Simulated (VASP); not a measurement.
**How SCF solver and smearing change a VASP run on BiRh**

Aim: find what the SCF solver and smearing change for BiRh, and what they cost. The series runs use r2SCAN. The SCF solver tried: ALGO = Normal; ALGO = Fast; ALGO = VeryFast; ALGO = All; ALGO = Damped; AMIX = 0.1, BMIX = 0.01; AMIX = 0.8; IMIX = 1, AMIX = 0.2. The smearing tried: ISMEAR = 0, SIGMA = 0.01; ISMEAR = 0, SIGMA = 0.05; ISMEAR = 0, SIGMA = 0.1; ISMEAR = 0, SIGMA = 0.2; ISMEAR = 0, SIGMA = 0.5; ISMEAR = 1, SIGMA = 0.01; ISMEAR = 1, SIGMA = 0.05; ISMEAR = 1, SIGMA = 0.1; ISMEAR = 1, SIGMA = 0.2; ISMEAR = 1, SIGMA = 0.5; ISMEAR = -5. The start is a cell from a database of measured crystal structures.

Calculated with VASP 6.6.1; r2SCAN; plane waves and PAW (Bi_d, Rh_pv).

### 1. The structure

Symmetry: P6_3/mmc, No. 194, hexagonal system. Conventional cell: a = 4.094 Å, b = 4.094 Å, c = 5.663 Å, α = 90.00°, β = 90.00°, γ = 120.00°. Bi has 6 Rh at 2.76 Å nearest. Nearest to Rh lie 6 Bi at 2.76 Å and 2 Rh at 2.83 Å. Farther neighbours are not listed.

Coordinates:

```cif
data_structure
_symmetry_space_group_name_H-M 'P6_3/mmc'
_symmetry_Int_Tables_number 194
_cell_length_a 4.0940
_cell_length_b 4.0940
_cell_length_c 5.6630
_cell_angle_alpha 90.000
_cell_angle_beta 90.000
_cell_angle_gamma 120.000
_cell_volume 82.20
loop_
_atom_site_label
_atom_site_type_symbol
_atom_site_symmetry_multiplicity
_atom_site_Wyckoff_symbol
_atom_site_fract_x
_atom_site_fract_y
_atom_site_fract_z
_atom_site_occupancy
Bi1 Bi 2 c 0.33333 0.66667 0.25000 1
Rh1 Rh 2 a 0.00000 0.00000 0.00000 1
```

### 2. SCF solver: ALGO = Normal

All solvers should reach one answer; they differ in cycles and robustness. r2SCAN adds the kinetic-energy density, costs more than a GGA and is run with LASPH.

File INCAR:

```
SYSTEM = BiRh
PREC = Accurate
ENCUT = 400
EDIFF = 1E-06
NELM = 100
ISMEAR = -1
SIGMA = 0.05
LREAL = .FALSE.
ALGO = Normal
METAGGA = R2SCAN
LASPH = .TRUE.
NBANDS = 37
LORBIT = 11
LWAVE = .FALSE.
LCHARG = .FALSE.
KPAR = 4
ISIF = 2
```

File POSCAR:

```
BiRh
1.0
    4.0940000000      0.0000000000      0.0000000000
   -2.0470000000      3.5455080031      0.0000000000
    0.0000000000      0.0000000000      5.6630000000
Bi Rh
2 2
Direct
    0.3333333333      0.6666666667      0.2500000000
    0.6666666667      0.3333333333      0.7500000000
    0.0000000000      0.0000000000      0.0000000000
    0.0000000000      0.0000000000      0.5000000000
```

File KPOINTS:

```
Automatic mesh
0
Gamma
6 6 4
0 0 0
```

The projector-augmented-wave data sets are Bi_d and Rh_pv (PBE family, release 64).

Started as:

```console
$ mpirun -np 4 vasp_std
```

The program printed:

```text
[banner, memory and clock lines left out]
running    4 mpi-ranks, on    1 nodes
 distrk:  each k-point on    1 cores,    4 groups
 distr:  one band on    1 cores,    1 groups

 POSCAR found type information on POSCAR BiRh
 POSCAR found :  2 types and       4 ions
|                                                                             |
|               ----> ADVICE to this user running VASP <----                  |
|                                                                             |
|     You enforced a specific xc type in the INCAR file but a different       |
|     [... a line on the potential file left out ...]
|     I HOPE YOU KNOW WHAT YOU ARE DOING!                                     |
|                                                                             |

 LDA part: xc-table for (None), standard interpolation
 POSCAR, INCAR and KPOINTS ok, starting setup
 FFT: planning ... GRIDC
 FFT: planning ... GRID_SOFT
 FFT: planning ... GRID
 WAVECAR not read
 entering main loop
       N       E                     dE             d eps       ncg     rms          rms(c)
DAV:   1     0.570355267964E+03    0.57036E+03   -0.29908E+04  1610   0.181E+03
DAV:   2    -0.119945078544E+03   -0.69030E+03   -0.67444E+03  1585   0.560E+02
DAV:   3    -0.179461559270E+03   -0.59516E+02   -0.57649E+02  1756   0.177E+02
DAV:   4    -0.181821712986E+03   -0.23602E+01   -0.23507E+01  1857   0.363E+01
DAV:   5    -0.181915260930E+03   -0.93548E-01   -0.93524E-01  2126   0.699E+00    0.115E+01
DAV:   6    -0.166088551786E+03    0.15827E+02   -0.81937E+00  1702   0.286E+01    0.389E+00
DAV:   7    -0.165987117933E+03    0.10143E+00   -0.89631E-01  1838   0.659E+00    0.295E+00
DAV:   8    -0.165984083829E+03    0.30341E-02   -0.63790E-02  1674   0.209E+00    0.125E+00
DAV:   9    -0.165984395830E+03   -0.31200E-03   -0.33287E-02  1731   0.145E+00    0.135E-01
DAV:  10    -0.165985013695E+03   -0.61787E-03   -0.18580E-03  1829   0.396E-01    0.652E-02
DAV:  11    -0.165985137903E+03   -0.12421E-03   -0.45490E-04  1679   0.190E-01    0.309E-02
DAV:  12    -0.165985140091E+03   -0.21878E-05   -0.33840E-05  2016   0.390E-02    0.129E-02
DAV:  13    -0.165985137512E+03    0.25790E-05   -0.98266E-06  1380   0.214E-02    0.317E-03
DAV:  14    -0.165985136929E+03    0.58336E-06   -0.67463E-07   902   0.781E-03
   1 F= -.16598514E+03 E0= -.16597685E+03  d E =-.165771E-01
```

It took 1.8 min on 4 MPI ranks of AMD EPYC 7R43, shared host; peak memory 0.65 GiB.

Lines that name or quote the potential files are left out of all logs, and their timing lines are given in words.

OUTCAR, selected parts (step 2):

```text
ion  position               nearest neighbor table
   1  0.333  0.667  0.250-   3 2.76   4 2.76   3 2.76   4 2.76   3 2.76   4 2.76   2 3.69   2 3.69
                             2 3.69   2 3.69   2 3.69   2 3.69
   2  0.667  0.333  0.750-   3 2.76   4 2.76   3 2.76   4 2.76   3 2.76   4 2.76   1 3.69   1 3.69
                             1 3.69   1 3.69   1 3.69   1 3.69
   3  0.000  0.000  0.000-   1 2.76   2 2.76   2 2.76   1 2.76   2 2.76   1 2.76   4 2.83   4 2.83

  LATTYP: Found a hexagonal cell.
 ALAT       =     4.0940000000
 C/A-ratio  =     1.3832437714

 Subroutine GETGRP returns: Found 24 space group operations
 (whereof 12 operations were pure point group operations)

The static configuration has the point symmetry D_3d.
 The point group associated with its full space group is D_6h.

 Found     21 irreducible k-points:

   k-points           NKPTS =     21   k-points in BZ     NKDIM =     21   number of bands    NBANDS=     37

   dimension x,y,z NGX =    28 NGY =   28 NGZ =   40
   dimension x,y,z NGXF=    56 NGYF=   56 NGZF=   80

   ENCUT  =  400.0 eV  29.40 Ry    5.42 a.u.   6.68  6.68  9.23*2*pi/ulx,y,z

   NELECT =      60.0000    total number of electrons

 k-points in reciprocal lattice and weights: Automatic mesh
   0.00000000  0.00000000  0.00000000       0.007
   0.16666667 -0.00000000  0.00000000       0.042
   0.33333333  0.00000000  0.00000000       0.042
   0.50000000 -0.00000000  0.00000000       0.021
   0.16666667  0.16666667  0.00000000       0.042
   0.33333333  0.16666667  0.00000000       0.083
   0.33333333  0.33333333  0.00000000       0.014
   0.00000000  0.00000000  0.25000000       0.014
   0.16666667 -0.00000000  0.25000000       0.083
[...]
0.33333333  0.16666667  0.50000000       0.083
   0.33333333  0.33333333  0.50000000       0.014

 average (electrostatic) potential at core
       1-107.6425       2-107.6425       3 -76.9973       4 -76.9973

 E-fermi :  10.0009

 k-point     1 :       0.0000    0.0000    0.0000
  band No.  band energies     occupation
    ...
     24       7.0165      2.00000
     25       7.7727      2.00000
     26       7.7727      2.00000
     27       8.8149      2.00000
     28       8.8149      2.00000
     29      11.2652      0.00000
     30      11.2652      0.00000
     31      11.3132      0.00000
     32      13.3649      0.00000
     33      13.7016      0.00000
    ...

 k-point     2 :       0.1667   -0.0000    0.0000
  band No.  band energies     occupation
    ...
     25       7.3890      2.00000
     26       7.8695      2.00000
     27       8.7430      2.00000
     28       8.8238      2.00000
     29       9.5708      1.99963
     30      10.6657      0.00000
     31      11.0990      0.00000
     32      12.4487      0.00000
     33      13.6250      0.00000
     34      14.5749      0.00000
    ...

 k-point     3 :       0.3333    0.0000    0.0000
  band No.  band energies     occupation
    ...
     26       8.0738      2.00000
     27       8.3557      2.00000
     28       8.6513      2.00000
     29       8.8465      2.00000
     30       9.2573      2.00000
     31      10.1415      0.11349
     32      10.8066      0.00000
     33      13.2470      0.00000
     34      15.0848      0.00000
     35      15.2560      0.00000
    ...

  Total        1.6136250      1.6136250      1.4861581      0.0000000      0.0000000      0.0000000
  in kB       31.4514252     31.4514252     28.9669464      0.0000000      0.0000000      0.0000000
  external PRESSURE =      30.6232656 kB  Pullay stress =       0.0000000 kB

  energy-cutoff  :      400.00
  volume of cell :       82.20
      direct lattice vectors                 reciprocal lattice vectors
     4.094000000  0.000000000  0.000000000     0.244259893  0.141023515  0.000000000
    -2.047000000  3.545508003  0.000000000     0.000000000  0.282047029  0.000000000
     0.000000000  0.000000000  5.663000000     0.000000000  0.000000000  0.176584849

 POSITION                                       TOTAL-FORCE (eV/Angst)
 -----------------------------------------------------------------------------------
     -0.00000      2.36367      1.41575        -0.000000      0.000000     -0.000000
      2.04700      1.18184      4.24725         0.000000      0.000000      0.000000
      0.00000      0.00000      0.00000        -0.000000      0.000000      0.000000
      0.00000      0.00000      2.83150        -0.000000      0.000000      0.000000
 -----------------------------------------------------------------------------------
    total drift:                               -0.000000      0.000000      0.000000

  FREE ENERGIE OF THE ION-ELECTRON SYSTEM (eV)
  ---------------------------------------------------
  free  energy   TOTEN  =      -165.9851369289 eV

  energy  without entropy=     -165.9685598706  energy(sigma->0) =     -165.97684840

 total charge
# of ion       s       p       d       tot
------------------------------------------
    1        1.412   1.480   9.971  12.864
    2        1.412   1.480   9.971  12.864
    3        0.348   6.216   7.382  13.946
    4        0.348   6.216   7.382  13.946
--------------------------------------------------
tot          3.519  15.393  34.707  53.619

[... 3 further parts left out ...]
```

The k-mesh is coarse for a metal. The PAW data sets were made with PBE, which is usual practice but a small mismatch for other functionals.

This step gave:

| Quantity | Value |
| --- | --- |
| SCF cycles | 14 |
| electrons | 60 |
| bands | 37 |
| irreducible k-points | 21 |
| symmetry operations | 24 |
| free energy (TOTEN) | -165.9851 eV |
| energy at zero smearing | -165.9768 eV |
| Fermi energy | 10.00 eV |
| pressure | 3.062 GPa |
| metallic | yes |

The series starts at -41.4942 eV an atom and 3.06 GPa, after 14 cycles in 1.8 min.

### 3. SCF solver: ALGO = Fast

Edit INCAR of step 2 so:

```diff
@@ -8,3 +8,3 @@
 LREAL = .FALSE.
-ALGO = Normal
+ALGO = Fast
 METAGGA = R2SCAN
```

POSCAR is that of step 2.

KPOINTS is that of step 2.

Started as:

```console
$ mpirun -np 4 vasp_std
```

The program printed:

```text
[banner, memory and clock lines left out]
running    4 mpi-ranks, on    1 nodes
[...]
[... a notice as in an earlier step ...]

 LDA part: xc-table for (None), standard interpolation
 POSCAR, INCAR and KPOINTS ok, starting setup
[...]
entering main loop
       N       E                     dE             d eps       ncg     rms          rms(c)
[... 5 cycles as in an earlier step ...]
RMM:   6    -0.166064248316E+03    0.15851E+02   -0.79219E+00  1640   0.266E+01    0.378E+00
RMM:   7    -0.165984418211E+03    0.79830E-01   -0.60706E-01  1701   0.478E+00    0.272E+00
RMM:   8    -0.165984515921E+03   -0.97710E-04   -0.56528E-02  2081   0.208E+00    0.123E+00
RMM:   9    -0.165984030899E+03    0.48502E-03   -0.36769E-02  1811   0.146E+00    0.133E-01
[...]
RMM:  13    -0.165985135763E+03   -0.53895E-05   -0.75168E-05  2411   0.475E-02    0.551E-03
RMM:  14    -0.165985136196E+03   -0.43369E-06   -0.10772E-05  1864   0.205E-02    0.169E-03
RMM:  15    -0.165985136579E+03   -0.38258E-06   -0.20703E-06  1026   0.107E-02
   1 F= -.16598514E+03 E0= -.16597685E+03  d E =-.165773E-01
```

Wall time 2.4 min (4 MPI ranks); peak memory 0.63 GiB; 9.6 min of CPU time.

OUTCAR, selected parts (step 3):

```text
  Total        1.6172796      1.6172796      1.4898252      0.0000000      0.0000000      0.0000000
  in kB       31.5226564     31.5226564     29.0384239      0.0000000      0.0000000      0.0000000
  external PRESSURE =      30.6945789 kB  Pullay stress =       0.0000000 kB

 POSITION                                       TOTAL-FORCE (eV/Angst)
 -----------------------------------------------------------------------------------
     -0.00000      2.36367      1.41575         0.000000     -0.000000     -0.000000
      2.04700      1.18184      4.24725        -0.000000     -0.000000      0.000000
      0.00000      0.00000      0.00000         0.000000      0.000000      0.000000
      0.00000      0.00000      2.83150         0.000000      0.000000      0.000000
 -----------------------------------------------------------------------------------
    total drift:                               -0.000000      0.000000      0.000000

  FREE ENERGIE OF THE ION-ELECTRON SYSTEM (eV)
  ---------------------------------------------------
  free  energy   TOTEN  =      -165.9851365790 eV

  energy  without entropy=     -165.9685592514  energy(sigma->0) =     -165.97684792

[... 2 parts as in an earlier step ...]

[... 1 further part left out ...]
[key lines of the parts left out:]
E-fermi :  10.0009
```

Against the first of the series the energy stays within 0.01 meV an atom; the pressure moves by +0.01 GPa, after 15 cycles in 2.4 min.

### 4. SCF solver: ALGO = VeryFast

Edit INCAR of step 3 so:

```diff
@@ -8,3 +8,3 @@
 LREAL = .FALSE.
-ALGO = Fast
+ALGO = VeryFast
 METAGGA = R2SCAN
```

POSCAR is that of step 3.

KPOINTS is that of step 3.

Started as:

```console
$ mpirun -np 4 vasp_std
```

The program printed:

```text
[... set-up lines as in an earlier step ...]
 entering main loop
       N       E                     dE             d eps       ncg     rms          rms(c)
RMM:   1     0.278786122102E+03    0.27879E+03   -0.30024E+04   777   0.169E+03
RMM:   2    -0.329664052718E+03   -0.60845E+03   -0.96807E+03   777   0.481E+02
RMM:   3    -0.150011535932E+03    0.17965E+03   -0.11419E+03   777   0.231E+02
RMM:   4    -0.177415041274E+03   -0.27404E+02   -0.32125E+02   777   0.130E+02
[...]
RMM:  20    -0.165985138119E+03   -0.13330E-04   -0.14260E-04  2558   0.633E-02    0.762E-03
RMM:  21    -0.165985139184E+03   -0.10648E-05   -0.12178E-05  1845   0.193E-02    0.830E-03
RMM:  22    -0.165985139249E+03   -0.65122E-07   -0.22474E-06  1125   0.936E-03
   1 F= -.16598514E+03 E0= -.16597685E+03  d E =-.165755E-01
```

It took 3.3 min on 4 MPI ranks; peak memory 0.65 GiB; 13 min of CPU time.

OUTCAR, selected parts (step 4):

```text
  Total        1.5579743      1.5579743      1.4235629      0.0000000     -0.0000000     -0.0000000
  in kB       30.3667276     30.3667276     27.7468940      0.0000000     -0.0000000     -0.0000000
  external PRESSURE =      29.4934497 kB  Pullay stress =       0.0000000 kB

 POSITION                                       TOTAL-FORCE (eV/Angst)
 -----------------------------------------------------------------------------------
     -0.00000      2.36367      1.41575         0.000000      0.000000      0.000000
      2.04700      1.18184      4.24725        -0.000000     -0.000000      0.000000
      0.00000      0.00000      0.00000         0.000000      0.000000      0.000000
      0.00000      0.00000      2.83150        -0.000000      0.000000      0.000000
 -----------------------------------------------------------------------------------
    total drift:                               -0.000000      0.000000      0.000000

  FREE ENERGIE OF THE ION-ELECTRON SYSTEM (eV)
  ---------------------------------------------------
  free  energy   TOTEN  =      -165.9851392490 eV

  energy  without entropy=     -165.9685637824  energy(sigma->0) =     -165.97685152

[... 2 parts as in an earlier step ...]

[... 1 further part left out ...]
[key lines of the parts left out:]
E-fermi :  10.0011
```

Against the first of the series the energy stays within 0.01 meV an atom; the pressure moves by -0.11 GPa, after 22 cycles in 3.3 min.

### 5. SCF solver: ALGO = All

Edit INCAR of step 4 so:

```diff
@@ -8,3 +8,3 @@
 LREAL = .FALSE.
-ALGO = VeryFast
+ALGO = All
 METAGGA = R2SCAN
```

POSCAR is that of step 4.

KPOINTS is that of step 4.

Started as:

```console
$ mpirun -np 4 vasp_std
```

The program printed:

```text
[... set-up lines as in an earlier step ...]
 entering main loop
       N       E                     dE             d eps       ncg     rms           ort
DAV:   1     0.570355267964E+03    0.57036E+03   -0.29697E+04   777   0.190E+03
DAV:   2    -0.119945078544E+03   -0.69030E+03   -0.67444E+03   777   0.560E+02
DAV:   3    -0.179461559270E+03   -0.59516E+02   -0.57649E+02   777   0.177E+02
DAV:   4    -0.181821712986E+03   -0.23602E+01   -0.23507E+01   777   0.363E+01
DAV:   5    -0.181915260930E+03   -0.93548E-01   -0.93524E-01   777   0.699E+00
SDA:   6    -0.164825909606E+03    0.17089E+02   -0.93524E-01   777   0.763E+01   0.000E+00
 gam= 0.000 g(H,U,f)=  0.725E+01 0.380E+00 0.596E-02 ort(H,U,f) = 0.000E+00 0.000E+00 0.000E+00
 gam= 0.000 trial= 0.400  step=  0.2459 mean=  0.4000
CGA:   7    -0.165762200505E+03   -0.93629E+00   -0.93843E+00   777   0.684E+00  -0.869E-02
 gam= 0.090 g(H,U,f)=  0.629E+00 0.540E-01 0.783E-03 ort(H,U,f) =-0.204E-01 0.116E-01 0.852E-04
 gam= 0.090 trial= 0.385  step=  0.4966 mean=  0.3846
[...]
gam= 0.572 g(H,U,f)=  0.103E-04 0.164E-05 0.339E-07 ort(H,U,f) =-0.103E-05-0.410E-06-0.156E-07
 gam= 0.572 trial= 0.518  step=  0.5560 mean=  0.5176
CGA:  17    -0.165985133848E+03   -0.31168E-05   -0.30959E-05   777   0.514E-05   0.111E-05
 gam= 0.429 g(H,U,f)=  0.491E-05 0.226E-06 0.252E-08 ort(H,U,f) = 0.814E-06 0.293E-06-0.275E-09
 gam= 0.429 trial= 0.521  step=  0.7084 mean=  0.5214
CGA:  18    -0.165985135758E+03   -0.19097E-05   -0.19872E-05   777   0.203E-05  -0.834E-06
 gam= 0.395 g(H,U,f)=  0.185E-05 0.170E-06 0.656E-08 ort(H,U,f) =-0.848E-06 0.137E-07 0.114E-08
 gam= 0.395 trial= 0.540  step=  1.8574 mean=  0.5401
  continued last = 1.823  step=  0.9169 harm=  1.8574 4th-ord=  0.9169
  continued last = 0.810  step=  0.7370 harm=  0.7590 4th-ord=  0.7370
  steps along line     -0.54010E-04   0.54010E-04   0.54010E+00   0.18229E+01   0.81016E+00
  energies along line   0.91684E-10  -0.91684E-10  -0.78354E-06   0.81620E-06  -0.85073E-06
CGA:  19    -0.165985136611E+03   -0.85373E-06   -0.86189E-06   777   0.732E-06  -0.485E-06
 gam= 0.361 g(H,U,f)=  0.684E-06 0.468E-07 0.140E-08 ort(H,U,f) =-0.417E-06-0.671E-07-0.578E-09
 gam= 0.361 trial= 0.560  step=  0.8534 mean=  0.5598
 final diagonalization occupied
   1 F= -.16598514E+03 E0= -.16597685E+03  d E =-.165758E-01
```

It took 3 min on 4 MPI ranks; peak memory 0.78 GiB.

OUTCAR, selected parts (step 5):

```text
  Total        1.6238391      1.6238391      1.4953689     -0.0000000     -0.0000000     -0.0000000
  in kB       31.6505092     31.6505092     29.1464754     -0.0000000     -0.0000000     -0.0000000
  external PRESSURE =      30.8158313 kB  Pullay stress =       0.0000000 kB

 POSITION                                       TOTAL-FORCE (eV/Angst)
 -----------------------------------------------------------------------------------
     -0.00000      2.36367      1.41575         0.000000     -0.000000     -0.000000
      2.04700      1.18184      4.24725        -0.000000      0.000000      0.000000
      0.00000      0.00000      0.00000         0.000000     -0.000000      0.000000
      0.00000      0.00000      2.83150         0.000000     -0.000000      0.000000
 -----------------------------------------------------------------------------------
    total drift:                               -0.000000      0.000000      0.000000

  FREE ENERGIE OF THE ION-ELECTRON SYSTEM (eV)
  ---------------------------------------------------
  free  energy   TOTEN  =      -165.9851366113 eV

  energy  without entropy=     -165.9685608131  energy(sigma->0) =     -165.97684871

[... 2 parts as in an earlier step ...]

[... 1 further part left out ...]
[key lines of the parts left out:]
E-fermi :  10.0008
```

Against the first of the series the energy stays within 0.01 meV an atom; the pressure moves by +0.02 GPa, after 19 cycles in 3 min.

(Part 1 of 4 ends here.)

[Lines on the potential files, build, host, timing and source positions are cut from VASP's logs without a mark.]

[Logs are printed without paths, hosts, clocks, repeated set-up lines and the standing remarks that a program may print on its own settings, such as how far it seeks lower states.]

[Hosts, paths, dates, database ids (printed as entryN), source tags and the programs' standing remarks are cut or masked in the printed files.]

[A measured line is paired with the nearest computed mode of its activity, which favours agreement.]
